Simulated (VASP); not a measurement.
All values below come from PBEsol GGA, VASP's PBE PAW potentials (set 64) (plane waves; VASP).

A VASP calculation is set up with these files.

### INCAR
```
ALGO=Normal
EDIFF=1E-7
ENCUT=480
GGA=PS
ISIF=2
ISMEAR=1
LASPH=.True.
LCHARG=.False.
LMAXMIX=6
LREAL=.False.
LWAVE=.False.
NELM=100
PREC=Accurate
SIGMA=0.1
SYSTEM=Hf
```

### KPOINTS
```
Automatic mesh
0
Gamma
12 12 8
0 0 0
```

File POSCAR:
```
Hf
1
    1.5785036758    -2.7340485295     0.0000000000
    1.5785036758     2.7340485295    -0.0000000000
    0.0000000000     0.0000000000     4.9915691221
Hf
2
Direct
  0.3333330000   0.6666670000   0.2500000000
  0.6666670000   0.3333330000   0.7500000000
```

POTCAR, in this order: Hf_pv (PBE.64 set). Program: vasp_std.

Unless said otherwise, spin-orbit coupling is left out, though it shifts the bands of the heavy elements here.

Task: Predict the energy per atom (σ→0), band gap (on the k-mesh).

Result: 
| Quantity | Result |
|---|---|
| energy per atom (σ→0) | -1013.3 kJ/mol of atoms |
| band gap (on the k-mesh) | none (metal, semimetal or under 0.01 eV) |

File OSZICAR:
```
...
DAV:   8    -0.210045627036E+02    0.92658E-02   -0.52939E-02  2906   0.178E+00    0.267E-01
DAV:   9    -0.210046575995E+02   -0.94896E-04   -0.11354E-03  3704   0.264E-01    0.212E-01
DAV:  10    -0.210046510167E+02    0.65828E-05   -0.45874E-05  2994   0.556E-02    0.261E-01
DAV:  11    -0.210046509137E+02    0.10300E-06   -0.58926E-06  3458   0.193E-02    0.214E-02
DAV:  12    -0.210046512254E+02   -0.31166E-06   -0.63241E-07  3108   0.634E-03    0.103E-02
DAV:  13    -0.210046511081E+02    0.11722E-06   -0.26225E-08  1972   0.139E-03    0.437E-03
DAV:  14    -0.210046510503E+02    0.57839E-07   -0.67290E-09  1810   0.762E-04
   1 F= -.21004651E+02 E0= -.21004645E+02  d E =-.188309E-04
```

The compound is Hf in the hcp structure. It was relaxed first.
